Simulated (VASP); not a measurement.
Output of a VASP run:

**OSZICAR**
```
...
DAV:   7    -0.734312531148E+02    0.94501E+00   -0.50126E+00   552   0.150E+01    0.431E+00
DAV:   8    -0.768772839563E+02   -0.34460E+01   -0.16374E+00   600   0.118E+01    0.181E+00
DAV:   9    -0.737213427983E+02    0.31559E+01   -0.12646E+00   520   0.912E+00    0.103E+00
DAV:  10    -0.742163072841E+02   -0.49496E+00   -0.31703E-01   536   0.482E+00    0.537E-01
DAV:  11    -0.741823001615E+02    0.34007E-01   -0.24421E-02   544   0.154E+00    0.113E-01
DAV:  12    -0.742173696851E+02   -0.35070E-01   -0.21681E-02   584   0.141E+00    0.115E-01
DAV:  13    -0.742189731050E+02   -0.16034E-02   -0.13432E-03   608   0.321E-01    0.887E-02
DAV:  14    -0.742169034521E+02    0.20697E-02   -0.12593E-03   496   0.395E-01    0.422E-02
DAV:  15    -0.742192558780E+02   -0.23524E-02   -0.13119E-03   480   0.419E-01    0.166E-02
DAV:  16    -0.742192773591E+02   -0.21481E-04   -0.47185E-05   752   0.654E-02    0.110E-02
DAV:  17    -0.742192780009E+02   -0.64182E-06   -0.55590E-06   512   0.191E-02
   1 F= -.74219278E+02 E0= -.74219278E+02  d E =-.742193E+02
       N       E                     dE             d eps       ncg     rms          rms(c)
DAV:   1    -0.745684307178E+02   -0.34915E+00   -0.11275E+01   552   0.353E+01    0.493E+00
DAV:   2    -0.742611073848E+02    0.30732E+00   -0.12382E+00   568   0.107E+01    0.188E+00
DAV:   3    -0.742173555668E+02    0.43752E-01   -0.41123E-01   504   0.376E+00    0.460E-01
DAV:   4    -0.742113988487E+02    0.59567E-02   -0.66546E-02   568   0.203E+00    0.368E-01
DAV:   5    -0.742136198853E+02   -0.22210E-02   -0.52975E-03   680   0.608E-01    0.182E-01
DAV:   6    -0.742158476692E+02   -0.22278E-02   -0.12017E-02   688   0.570E-01    0.191E-01
DAV:   7    -0.742155791142E+02    0.26856E-03   -0.94003E-04   504   0.301E-01    0.986E-02
DAV:   8    -0.742157430157E+02   -0.16390E-03   -0.93828E-04   496   0.302E-01    0.337E-02
DAV:   9    -0.742160951272E+02   -0.35211E-03   -0.24862E-04   496   0.157E-01    0.188E-02
DAV:  10    -0.742160900006E+02    0.51266E-05   -0.38480E-05   648   0.439E-02    0.629E-03
DAV:  11    -0.742160897303E+02    0.27032E-06   -0.55568E-06   496   0.208E-02
   2 F= -.74216090E+02 E0= -.74216090E+02  d E =0.318827E-02
       N       E                     dE             d eps       ncg     rms          rms(c)
DAV:   1    -0.743343574694E+02   -0.11827E+00   -0.32289E+00   560   0.185E+01    0.265E+00
DAV:   2    -0.742437975987E+02    0.90560E-01   -0.33715E-01   568   0.544E+00    0.101E+00
DAV:   3    -0.742313227096E+02    0.12475E-01   -0.10999E-01   608   0.213E+00    0.215E-01
DAV:   4    -0.742296235302E+02    0.16992E-02   -0.14641E-02   568   0.900E-01    0.122E-01
DAV:   5    -0.742302816081E+02   -0.65808E-03   -0.65669E-03   696   0.616E-01    0.930E-02
DAV:   6    -0.742310954017E+02   -0.81379E-03   -0.16736E-03   688   0.279E-01    0.110E-01
DAV:   7    -0.742309633742E+02    0.13203E-03   -0.25541E-04   496   0.169E-01    0.427E-02
DAV:   8    -0.742311262882E+02   -0.16291E-03   -0.30958E-04   504   0.176E-01    0.170E-02
DAV:   9    -0.742312074120E+02   -0.81124E-04   -0.79434E-05   504   0.875E-02    0.751E-03
DAV:  10    -0.742312146761E+02   -0.72641E-05   -0.11139E-05   632   0.267E-02    0.309E-03
DAV:  11    -0.742312130023E+02    0.16738E-05   -0.37163E-06   432   0.148E-02    0.200E-03
DAV:  12    -0.742312159559E+02   -0.29536E-05   -0.11155E-06   296   0.114E-02    0.714E-04
DAV:  13    -0.742312159483E+02    0.76070E-08   -0.13055E-07   240   0.353E-03
   3 F= -.74231216E+02 E0= -.74231216E+02  d E =-.119379E-01
```

**OUTCAR**
```
------------------------ aborting loop because EDIFF is reached ----------------------------------------
  FORCE on cell =-STRESS in cart. coord.  units (eV):
  Direction    XX          YY          ZZ          XY          YZ          ZX
  --------------------------------------------------------------------------------------
  Total        0.0037954      0.0037954      0.0037954      0.0000000     -0.0000000     -0.0000000
  in kB        0.0944165      0.0944165      0.0944165      0.0000000     -0.0000000     -0.0000000
  external PRESSURE =       0.0944165 kB  Pullay stress =       0.0000000 kB
  volume of cell :       64.40
      direct lattice vectors                 reciprocal lattice vectors
     4.008416932 -0.000000000  0.000000000     0.249475046 -0.000000000  0.000000000
     0.000000000  4.008416932  0.000000000     0.000000000  0.249475046  0.000000000
    -0.000000000 -0.000000000  4.008416932    -0.000000000 -0.000000000  0.249475046
 POSITION                                       TOTAL-FORCE (eV/Angst)
 -----------------------------------------------------------------------------------
      2.00421      2.00421      2.00421        -0.000000     -0.000000      0.000000
      0.00000      0.00000      0.00000         0.000000      0.000000      0.000000
      2.00421     -0.00000      0.00000         0.000000      0.000000      0.000000
      0.00000      2.00421      0.00000         0.000000      0.000000      0.000000
     -0.00000     -0.00000      2.00421        -0.000000     -0.000000      0.000000
 -----------------------------------------------------------------------------------
    total drift:                               -0.000000     -0.000000      0.000000
  FREE ENERGIE OF THE ION-ELECTRON SYSTEM (eV)
  ---------------------------------------------------
  free  energy   TOTEN  =       -74.2312159483 eV

  energy  without entropy=      -74.2312159483  energy(sigma->0) =      -74.23121595

 reached required accuracy - stopping structural energy minimisation
```
(Selected blocks of OUTCAR.)

POSCAR:
```
BaTiO3
1
    3.9844236043     0.0000000000     0.0000000000
    0.0000000000     3.9844236043    -0.0000000000
    0.0000000000     0.0000000000     3.9844236043
Ba Ti O
1 1 3
Direct
  0.5000000000   0.5000000000   0.5000000000
  0.0000000000   0.0000000000   0.0000000000
  0.5000000000   0.0000000000   0.0000000000
  0.0000000000   0.5000000000   0.0000000000
  0.0000000000   0.0000000000   0.5000000000
```

Question: Reconstruct the remaining input files.

Answer: Several could match; the one computed here: the input of the run itself, r2SCAN meta-GGA, plane waves, VASP's PBE PAW potentials (set 64).

**KPOINTS**
```
Automatic mesh
0
Gamma
5 5 5
0 0 0
```

**INCAR**
```
IBRION = 2
ENCUT = 520   ! plane-wave cut-off (eV)
EDIFF = 1E-6   ! SCF stop (eV)
LMIXTAU = .TRUE.
ISIF = 3   ! ions, shape and volume
EDIFFG = -0.02   ! ionic stop
NSW = 60   ! most ionic steps
ALGO = Normal
LWAVE = .FALSE.
SIGMA = 0.05
PREC = Accurate
NELM = 100   ! most electronic steps
LREAL = .FALSE.   ! projection in real space or not
METAGGA = R2SCAN
LMAXMIX = 4
LCHARG = .FALSE.
LASPH = .TRUE.   ! aspherical one-centre terms
ISMEAR = 0   ! Gaussian
SYSTEM = BaTiO3
```

POTCAR, in this order: Ba_sv Ti_sv O (PBE.64 set). Program: vasp_std.

The structure comes from a computed database's BaTiO3 entry (Pm-3m); how it stands against other phases isn't given here. This run relaxes it. Symmetry was kept, so distortions that lower it aren't found. The start is the result of an earlier pass.
